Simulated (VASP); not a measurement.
# HfRu3 (Pm-3m) in VASP: further runs

Runs on HfRu3. Level: PBEsol. Tasks: single point.

Everything below comes from runs of VASP 6.6.1. Logs are shortened: lines on timing, memory, paths and dates and some standing lists are left out, and cuts for length are marked.

### 1 The structure

The structure is cubic, space group Pm-3m (No. 221). Conventional cell: a = 3.931 Å, b = 3.931 Å, c = 3.931 Å, α = 90.00°, β = 90.00°, γ = 90.00°. Hf (site symmetry m-3m) is surrounded by 12 Ru at 2.78 Å. Ru (site symmetry 4/mmm) is surrounded by 4 Hf at 2.78 Å and 8 Ru at 2.78 Å.

The cell comes from a database or a generator and needn't be the stable form of this composition.

### 2 Single point, PBEsol

INCAR reads:

```
SYSTEM = HfRu3
  PREC = Accurate
  ENCUT = 520
  EDIFF = 1E-6
  ISMEAR = 0
  SIGMA = 0.05
  LREAL = .False.
  LASPH = .True.
  NELM = 100
  ALGO = Fast
  ISIF = 2
  LWAVE = .False.
  LCHARG = .False.
  GGA = PS
  NBANDS = 34
```

KPOINTS reads:

```
Automatic mesh
0
Gamma
  8 8 8
  0 0 0
```

POSCAR reads:

```
HfRu3
1.0
    3.9313277784      0.0000000000      0.0000000000
    0.0000000000      3.9313277784      0.0000000000
    0.0000000000      0.0000000000      3.9313277784
Hf Ru
1 3
Direct
    0.0000000000      0.0000000000      0.0000000000
    0.0000000000      0.5000000000      0.5000000000
    0.5000000000      0.5000000000      0.0000000000
    0.5000000000      0.0000000000      0.5000000000
```

Potentials or basis: VASP PAW PBE potentials, release 64 (Hf_pv, Ru_pv).

The run is started by

```
> cat potpaw_PBE.64/Hf_pv/POTCAR potpaw_PBE.64/Ru_pv/POTCAR > POTCAR
> mpirun -np 1 vasp_std > vasp.out
```

OUTCAR:

```text
SYSTEM = HfRu3
   PREC = Accurate
   ENCUT = 520
   EDIFF = 1E-6
   ISMEAR = 0
   LREAL = .False.
   LASPH = .True.
   NELM = 100
   ISIF = 2
   GGA = PS

 ion  position               nearest neighbor table
   1  0.000  0.000  0.000-   2 2.78   3 2.78   4 2.78   2 2.78   4 2.78   2 2.78   3 2.78   2 2.78
                             3 2.78   4 2.78   4 2.78   3 2.78
   2  0.000  0.500  0.500-   1 2.78   3 2.78   4 2.78   1 2.78   3 2.78   1 2.78   4 2.78   1 2.78
                             3 2.78   4 2.78   3 2.78   4 2.78
   3  0.500  0.500  0.000-   1 2.78   2 2.78   4 2.78   2 2.78   4 2.78   1 2.78   4 2.78   4 2.78
                             1 2.78   2 2.78   2 2.78   1 2.78
   4  0.500  0.000  0.500-   1 2.78   2 2.78   3 2.78   1 2.78   3 2.78   2 2.78   3 2.78   3 2.78
                             1 2.78   2 2.78   1 2.78   2 2.78

  LATTYP: Found a simple cubic cell.
 ALAT       =     3.9313277784

  Lattice vectors:

 A1 = (   3.9313277784,   0.0000000000,   0.0000000000)
 A2 = (   0.0000000000,   3.9313277784,   0.0000000000)
 A3 = (   0.0000000000,   0.0000000000,   3.9313277784)

Analysis of symmetry for initial positions (statically):
=====================================================================
 Subroutine PRICEL returns:
 Original cell was already a primitive cell.

 Routine SETGRP: Setting up the symmetry group for a
 simple cubic supercell.

 Subroutine GETGRP returns: Found 48 space group operations
 (whereof 48 operations were pure point group operations)
 out of a pool of 48 trial point group operations.

The static configuration has the point symmetry O_h .

Analysis of symmetry for dynamics (positions and initial velocities):
=====================================================================
 Subroutine PRICEL returns:
 Original cell was already a primitive cell.

 Routine SETGRP: Setting up the symmetry group for a
 simple cubic supercell.

 Subroutine GETGRP returns: Found 48 space group operations
 (whereof 48 operations were pure point group operations)
 out of a pool of 48 trial point group operations.

The dynamic configuration has the point symmetry O_h .

 Subroutine INISYM returns: Found 48 space group operations
 (whereof 48 operations are pure point group operations),
 and found     1 'primitive' translations

----------------------------------------------------------------------------------------

                                     Primitive cell

  volume of cell :      60.7600

  direct lattice vectors                    reciprocal lattice vectors
     3.931327778  0.000000000  0.000000000     0.254366987  0.000000000  0.000000000
     0.000000000  3.931327778  0.000000000     0.000000000  0.254366987  0.000000000
     0.000000000  0.000000000  3.931327778     0.000000000  0.000000000  0.254366987

  length of vectors
     3.931327778  3.931327778  3.931327778     0.254366987  0.254366987  0.254366987

  position of ions in fractional coordinates (direct lattice)
     0.000000000  0.000000000  0.000000000
     0.000000000  0.500000000  0.500000000
     0.500000000  0.500000000  0.000000000
     0.500000000  0.000000000  0.500000000

  ion indices of the primitive-cell ions
   primitive index   ion index
                 1           1
                 2           2
                 3           3
                 4           4

----------------------------------------------------------------------------------------

 KPOINTS: Automatic mesh

Automatic generation of k-mesh.
 Grid dimensions read from file:
 generate k-points for:    8    8    8

 Generating k-lattice:

  Cartesian coordinates                     Fractional coordinates (reciprocal lattice)
     0.031795873  0.000000000  0.000000000     0.125000000  0.000000000  0.000000000
     0.000000000  0.031795873  0.000000000     0.000000000  0.125000000  0.000000000
     0.000000000  0.000000000  0.031795873     0.000000000  0.000000000  0.125000000

  Length of vectors
     0.031795873  0.031795873  0.031795873

  Shift w.r.t. Gamma in fractional coordinates (k-lattice)
     0.000000000  0.000000000  0.000000000

 Subroutine IBZKPT returns following result:
 ===========================================

 Found     35 irreducible k-points:

 Following reciprocal coordinates:
            Coordinates               Weight
  0.000000  0.000000  0.000000      1.000000
  0.125000  0.000000  0.000000      6.000000
  0.250000  0.000000  0.000000      6.000000
  0.375000  0.000000  0.000000      6.000000
  0.500000  0.000000  0.000000      3.000000
  0.125000  0.125000  0.000000     12.000000
[... 16 lines left out ...]
  0.375000  0.375000  0.125000     24.000000
  0.500000  0.375000  0.125000     24.000000
 [... further k-points ...]
   k-points           NKPTS =     35   k-points in BZ     NKDIM =     35   number of bands    NBANDS=     34
   number of dos      NEDOS =    301   number of ions     NIONS =      4
   total plane-waves  NPLWV =  27000
   dimension x,y,z NGX =    30 NGY =   30 NGZ =   30
   dimension x,y,z NGXF=    60 NGYF=   60 NGZF=   60
   ions per type =               1   3
   NGX,Y,Z   is equivalent  to a cutoff of  12.69, 12.69, 12.69 a.u.
   NGXF,Y,Z  is equivalent  to a cutoff of  25.37, 25.37, 25.37 a.u.
 SYSTEM =  HfRu3
   PREC   = accura    normal or accurate (medium, high low for compatibility)
   ISTART =      0    job   : 0-new  1-cont  2-samecut
   ICHARG =      2    charge: 1-file 2-atom 10-const
   ISPIN  =      1    spin polarized calculation?
   LNONCOLLINEAR =      F non collinear calculations
   LSORBIT =      F    spin-orbit coupling
   LASPH  =      T    aspherical Exc in radial PAW
   ENCUT  =  520.0 eV  38.22 Ry    6.18 a.u.   7.31  7.31  7.31*2*pi/ulx,y,z
   NELM   =    100;   NELMIN=  2; NELMDL= -5     # of ELM steps
   EDIFF  = 0.1E-05   stopping-criterion for ELM
   LREAL  =      F    real-space projection
   EDIFFG = 0.1E-04   stopping-criterion for IOM
   NSW    =      0    number of steps for IOM
   IBRION =     -1    ionic relax: 0-MD 1-quasi-New 2-CG
   NFREE  =      0    steps in history (QN), initial steepest desc. (CG)
   ISIF   =      2    stress and relaxation
   ISYM   =      2    0-nonsym 1-usesym 2-fastsym
   POTIM  = 0.5000    time-step for ionic-motion
   TEBEG  =    0.0;   TEEND  =   0.0 temperature during run
   PSTRESS=    0.0 pullay stress
   NELECT =      52.0000    total number of electrons
   NUPDOWN=      -1.0000    fix difference up-down
   EMIN   =  10.00;   EMAX   =-10.00  energy-range for DOS
   EFERMI =   0.00;   METHOD = LEGACY
   ISMEAR =     0;   SIGMA  =   0.05  broadening in eV -4-tet -1-fermi 0-gaus
   EFERMI_NEDOS =   21; number of points for ismear=-14 and -15
   IALGO  =     68    algorithm
   IMIX   =      4    mixing-type and parameters
     AMIX     =   0.40;   BMIX     =  1.00
     AMIX_MAG =   1.60;   BMIX_MAG =  1.00
  volume/ion in A,a.u.               =      15.19       102.51
  Fermi-wavevector in a.u.,A,eV,Ry     =   1.554307  2.937214 32.869893  2.415869
  Thomas-Fermi vector in A             =   2.658412
   LORBIT       =      0    0 simple, 1 ext, 2 COOP (PROOUT), +10 PAW based schemes
   GGA     = PS    functional components
   LHFCALC =     F    Hartree Fock is set to
   AEXX    =    0.0000 exact exchange contribution
   IVDW    =     0    specifies the selected vdW correction
   LEPSILON=     F    determine dielectric tensor
   LRPA    =     F    only Hartree local field effects (RPA)
 non-spin polarized calculation
 RMM-DIIS sequential band-by-band and
 Gauss-broadening in eV      SIGMA  =   0.05
  energy-cutoff  :      520.00
  volume of cell :       60.76
 maximum number of plane-waves:      1666
 NGX is ok and might be reduce to    30
   NGX = 15   NGY = 15   NGZ = 15

 number of electron      51.9999966 magnetization

 Free energy of the ion-electron system (eV)
  ---------------------------------------------------
  ext. energy  EPLUGINS =         0.00000000
  ---------------------------------------------------
  free energy    TOTEN  =       -41.70541743 eV

  energy without entropy =      -41.69682048  energy(sigma->0) =      -41.70111895

 E-fermi :   9.7420     XC(G=0): -13.5029

 val. band max:        9.7385009992   @ k =   0.2500   0.2500   0.2500
 cond. band min:       9.7468828697   @ k =   0.3750   0.1250   0.0000
 fundamental gap:      0.0083818705
 Fermi energy:         9.7420055734

 k-point     1 :       0.0000    0.0000    0.0000
  band No.  band energies     occupation
      1     -32.7134      2.00000
      2     -32.7134      2.00000
      3     -32.7134      2.00000
      4     -32.3597      2.00000
      5     -32.3597      2.00000
      6     -32.3597      2.00000
[... 26 lines left out ...]
     33      14.7213      0.00000
     34      16.4270      0.00000

 k-point     2 :       0.1250    0.0000    0.0000
  band No.  band energies     occupation
      1     -32.7022      2.00000
      2     -32.7022      2.00000
      3     -32.6949      2.00000
      4     -32.3634      2.00000
      5     -32.3634      2.00000
      6     -32.3611      2.00000
[... 26 lines left out ...]
     33      14.7690      0.00000
     34      16.4098      0.00000

 k-point     3 :       0.2500    0.0000    0.0000
  band No.  band energies     occupation
      1     -32.6723      2.00000
      2     -32.6723      2.00000
      3     -32.6421      2.00000
      4     -32.3756      2.00000
      5     -32.3756      2.00000
      6     -32.3643      2.00000
[... 26 lines left out ...]
     33      14.2837      0.00000
     34      16.2979      0.00000
[... 704 lines left out ...]
 k-point    23 :       0.3750    0.3750    0.1250
  band No.  band energies     occupation
      1     -32.7323      2.00000
      2     -32.5972      2.00000
      3     -32.5050      2.00000
      4     -32.5020      2.00000
      5     -32.4353      2.00000
      6     -32.3529      2.00000
[... 26 lines left out ...]
     33      13.7322      0.00000
     34      14.6733      0.00000

 k-point    24 :       0.5000    0.3750    0.1250
  band No.  band energies     occupation
      1     -32.7340      2.00000
      2     -32.6161      2.00000
      3     -32.4993      2.00000
      4     -32.4983      2.00000
      5     -32.4396      2.00000
      6     -32.3242      2.00000
[... 26 lines left out ...]
     33      13.6376      0.00000
     34      14.1957      0.00000

 [... further k-points ...]
[... 5 lines left out ...]
  --------------------------------------------------------------------------------------
  -------------------------------------------------------------------------------------
  Total       -2.3320445     -2.3320445     -2.3320445      0.0000000      0.0000000      0.0000000
  in kB      -61.4935613    -61.4935613    -61.4935613      0.0000000      0.0000000      0.0000000
  external PRESSURE =     -61.4935613 kB  Pullay stress =       0.0000000 kB

 VOLUME and BASIS-vectors are now :
 -----------------------------------------------------------------------------
  energy-cutoff  :      520.00
  volume of cell :       60.76
      direct lattice vectors                 reciprocal lattice vectors
     3.931327778  0.000000000  0.000000000     0.254366987  0.000000000  0.000000000
     0.000000000  3.931327778  0.000000000     0.000000000  0.254366987  0.000000000
     0.000000000  0.000000000  3.931327778     0.000000000  0.000000000  0.254366987

 POSITION                                       TOTAL-FORCE (eV/Angst)
 -----------------------------------------------------------------------------------
      0.00000      0.00000      0.00000         0.000000      0.000000      0.000000
      0.00000      1.96566      1.96566         0.000000      0.000000      0.000000
      1.96566      1.96566      0.00000         0.000000      0.000000      0.000000
      1.96566      0.00000      1.96566         0.000000      0.000000      0.000000
 -----------------------------------------------------------------------------------
    total drift:                                0.000000      0.000000     -0.000000

  FREE ENERGIE OF THE ION-ELECTRON SYSTEM (eV)
  ---------------------------------------------------
  free  energy   TOTEN  =       -41.7054174301 eV

  energy  without entropy=      -41.6968204763  energy(sigma->0) =      -41.70111895
```

It took 89 s on 1 thread of Intel Xeon Platinum 8259CL at 2.50GHz (Skylake/Cascade Lake), shared host; peak memory 0.2 GiB.

What came out:

- Free energy: -41.7054 eV
- Pressure: -6.1 GPa
- Band gap on the k mesh: none (metal or under the smearing width)

Levels at points of the mesh, in eV from the Fermi level:
| k point | band 22 | band 23 | band 24 | band 25 | band 26 | band 27 | band 28 | band 29 | band 30 | band 31 |
| --- | --- | --- | --- | --- | --- | --- | --- | --- | --- | --- |
| (0.00, 0.00, 0.00) | -1.40 | 0.62 | 0.62 | 1.77 | 2.27 | 2.27 | 2.27 | 3.93 | 3.93 | 3.93 |
| (0.50, 0.00, 0.00) | -2.21 | -0.95 | -0.64 | -0.27 | -0.27 | -0.22 | 0.93 | 2.27 | 2.40 | 2.40 |
| (0.50, 0.50, 0.00) | -2.24 | -2.12 | -1.07 | -0.85 | -0.77 | -0.77 | 0.03 | 0.10 | 3.17 | 3.17 |
| (0.50, 0.50, 0.50) | -1.48 | -0.92 | -0.92 | 0.98 | 1.65 | 1.65 | 1.65 | 1.82 | 1.82 | 1.82 |

Caveat: the PAW data sets were made with another functional, which shifts forces and pressure a little. Spin-orbit coupling is left out, which matters for the levels of Hf.

### 3 Single point, PBEsol

This run uses another cell than the first one, of 14.86 Å³/atom, 0.979 times its volume.

INCAR reads:

```
SYSTEM = HfRu3
PREC = Accurate
ENCUT = 520
EDIFF = 1E-6
ISMEAR = 0
SIGMA = 0.05
LREAL = .False.
LASPH = .True.
NELM = 100
ALGO = Normal
ISIF = 2
LWAVE = .False.
LCHARG = .True.
GGA = PS
LELF = .True.
LVHAR = .True.
NBANDS = 34
```

KPOINTS is that of step 2.

POSCAR reads:

```
HfRu3
1.0
    3.9029708763      0.0000000000      0.0000000000
    0.0000000000      3.9029708763      0.0000000000
    0.0000000000      0.0000000000      3.9029708763
Hf Ru
1 3
Direct
    0.0000000000      0.0000000000      0.0000000000
    0.0000000000      0.5000000000      0.5000000000
    0.5000000000      0.5000000000      0.0000000000
    0.5000000000      0.0000000000      0.5000000000
```

Potentials or basis: VASP PAW PBE potentials, release 64 (Hf_pv, Ru_pv).

The run is started by

```
> cat potpaw_PBE.64/Hf_pv/POTCAR potpaw_PBE.64/Ru_pv/POTCAR > POTCAR
> mpirun -np 1 vasp_std > vasp.out
```

OUTCAR:

```text
SYSTEM = HfRu3
   PREC = Accurate
   ENCUT = 520
   EDIFF = 1E-6
   ISMEAR = 0
   LREAL = .False.
   LASPH = .True.
   NELM = 100
   ISIF = 2
   GGA = PS

 ion  position               nearest neighbor table
   1  0.000  0.000  0.000-   2 2.76   3 2.76   4 2.76   2 2.76   4 2.76   2 2.76   3 2.76   2 2.76
                             3 2.76   4 2.76   4 2.76   3 2.76
   2  0.000  0.500  0.500-   1 2.76   3 2.76   4 2.76   1 2.76   3 2.76   1 2.76   4 2.76   1 2.76
                             3 2.76   4 2.76   3 2.76   4 2.76
   3  0.500  0.500  0.000-   1 2.76   2 2.76   4 2.76   2 2.76   4 2.76   1 2.76   4 2.76   4 2.76
                             1 2.76   2 2.76   2 2.76   1 2.76
   4  0.500  0.000  0.500-   1 2.76   2 2.76   3 2.76   1 2.76   3 2.76   2 2.76   3 2.76   3 2.76
[... 1094 lines left out ...]
  Total       -0.3206366     -0.3206366     -0.3206366      0.0000000      0.0000000     -0.0000000
  in kB       -8.6404762     -8.6404762     -8.6404762      0.0000000      0.0000000     -0.0000000
  external PRESSURE =      -8.6404762 kB  Pullay stress =       0.0000000 kB

 VOLUME and BASIS-vectors are now :
 -----------------------------------------------------------------------------
  energy-cutoff  :      520.00
  volume of cell :       59.45
      direct lattice vectors                 reciprocal lattice vectors
     3.902970876  0.000000000  0.000000000     0.256215081  0.000000000  0.000000000
     0.000000000  3.902970876  0.000000000     0.000000000  0.256215081  0.000000000
     0.000000000  0.000000000  3.902970876     0.000000000  0.000000000  0.256215081

 POSITION                                       TOTAL-FORCE (eV/Angst)
 -----------------------------------------------------------------------------------
      0.00000      0.00000      0.00000         0.000000      0.000000      0.000000
      0.00000      1.95149      1.95149         0.000000      0.000000      0.000000
      1.95149      1.95149      0.00000         0.000000      0.000000      0.000000
      1.95149      0.00000      1.95149         0.000000      0.000000      0.000000
 -----------------------------------------------------------------------------------
    total drift:                                0.000000      0.000000     -0.000000

  FREE ENERGIE OF THE ION-ELECTRON SYSTEM (eV)
  ---------------------------------------------------
  free  energy   TOTEN  =       -41.7333682274 eV

  energy  without entropy=      -41.7247512498  energy(sigma->0) =      -41.72905974
```

OSZICAR:

```text
N       E                     dE             d eps       ncg     rms          rms(c)
DAV:   1     0.542383201742E+03    0.54238E+03   -0.30741E+04  2388   0.164E+03
DAV:   2    -0.255097381883E+02   -0.56789E+03   -0.55409E+03  2588   0.501E+02
DAV:   3    -0.439195974228E+02   -0.18410E+02   -0.17767E+02  2642   0.895E+01
DAV:   4    -0.442388155079E+02   -0.31922E+00   -0.31796E+00  2704   0.105E+01
DAV:   5    -0.442454799925E+02   -0.66645E-02   -0.66618E-02  2768   0.141E+00    0.736E+01
DAV:   6    -0.423301143836E+02    0.19154E+01   -0.10800E+01  2654   0.212E+01    0.299E+01
DAV:   7    -0.420966427188E+02    0.23347E+00   -0.47535E+00  2574   0.104E+01    0.234E+01
DAV:   8    -0.417479619506E+02    0.34868E+00   -0.19536E+00  2622   0.826E+00    0.358E+00
DAV:   9    -0.417371758950E+02    0.10786E-01   -0.10501E-01  2690   0.222E+00    0.151E+00
DAV:  10    -0.417333574494E+02    0.38184E-02   -0.12217E-02  2472   0.459E-01    0.900E-02
DAV:  11    -0.417333768605E+02   -0.19411E-04   -0.50636E-04  2608   0.145E-01    0.259E-01
DAV:  12    -0.417333688318E+02    0.80286E-05   -0.17882E-05  2804   0.215E-02    0.478E-02
DAV:  13    -0.417333682274E+02    0.60439E-06   -0.26662E-06  2204   0.925E-03
   1 F= -.41733368E+02 E0= -.41729060E+02  d E =-.861698E-02
```

stdout:

```text
POSCAR found type information on POSCAR HfRu
 POSCAR found :  2 types and       4 ions
 scaLAPACK will be used
 -----------------------------------------------------------------------------
|                                                                             |
|                                                                             |
|     You enforced a specific xc type in the INCAR file but a different       |
|     I HOPE YOU KNOW WHAT YOU ARE DOING!                                     |
|                                                                             |
 -----------------------------------------------------------------------------

 LDA part: xc-table for (Slater+PW92), standard interpolation
 POSCAR, INCAR and KPOINTS ok, starting setup
 FFT: planning ... GRIDC
 FFT: planning ... GRID_SOFT
 FFT: planning ... GRID
 WAVECAR not read
 entering main loop
```

Wall time 27 s (1 thread of Intel Xeon 6975P-C (Granite Rapids), shared host); peak memory 0.2 GiB.

What came out:

- Free energy: -41.7334 eV
- Pressure: -0.9 GPa
- Band gap on the k mesh: none (metal or under the smearing width)

Levels at points of the mesh, in eV from the Fermi level:
```tsv
k point	band 24	band 25	band 26	band 27	band 28	band 29
(0.00, 0.00, 0.00)	0.64	1.83	2.35	2.35	2.35	4.03
(0.50, 0.00, 0.00)	-0.66	-0.28	-0.28	-0.24	0.96	2.35
(0.50, 0.50, 0.00)	-1.12	-0.88	-0.80	-0.80	0.03	0.10
(0.50, 0.50, 0.50)	-0.96	1.00	1.72	1.72	1.72	1.88
```

Caveat: the PAW data sets were made with another functional, which shifts forces and pressure a little.
